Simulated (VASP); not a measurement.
Consider the following.

```
CELL_PARAMETERS angstrom
      2.96056     0.00000     0.00000
      0.00000     2.96056     0.00000
      0.00000     0.00000     2.96056
ATOMIC_POSITIONS crystal
  Zn 0.50000 0.50000 0.50000
  Cu 0.00000 0.00000 0.00000
```

Level of theory: PBE GGA, VASP's PBE PAW potentials (set 64) (plane waves; VASP). Settings: 400 eV cut-off, Gaussian smearing of 0.050 eV, potentials Zn Cu.

Question: What does the run give for the band gap (along the path) with the smallest direct gap where there is one?

Answer: 
The band gap (along the path) is none (metal, semimetal or under 0.01 eV).

The absolute energy has meaning only against runs of the same code, potentials and settings.

The compound is CuZn in the CsCl type structure. It was relaxed first. The electron count is odd and the run is not spin-polarised, which forces a metal.
